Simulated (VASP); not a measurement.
Given:

```
CELL_PARAMETERS angstrom
      1.78110    -3.08496     0.00000
      1.78110     3.08496     0.00000
      0.00000     0.00000     5.56584
ATOMIC_POSITIONS crystal
  Tb 0.33333 0.66667 0.25000
  Tb 0.66667 0.33333 0.75000
```

Calculation: vdW-DF-cx, VASP's PBE PAW potentials (set 64) (plane waves; VASP). Settings: 520 eV cut-off, 13×13×8 Γ-centred mesh, tetrahedra with Blöchl corrections, potentials Tb_3.

The 4f electrons are frozen in the core of the lanthanide potential, so 4f levels, which can set the real gap, and their magnetism are missing.

**Question.** The job: Tb (hcp), 2 atoms, vdW-DF-cx, static run, 520 eV, 13×13×8 Γ-centred mesh. Roughly how much core time does it take on a busy server core?

**Answer.** About 60 core-seconds (one run on a shared machine, a rough figure). It had 105 irreducible k-points, 13 bands, up to 1677 plane waves and 13 electronic steps.

The compound is Tb in the hcp structure. It was relaxed first.
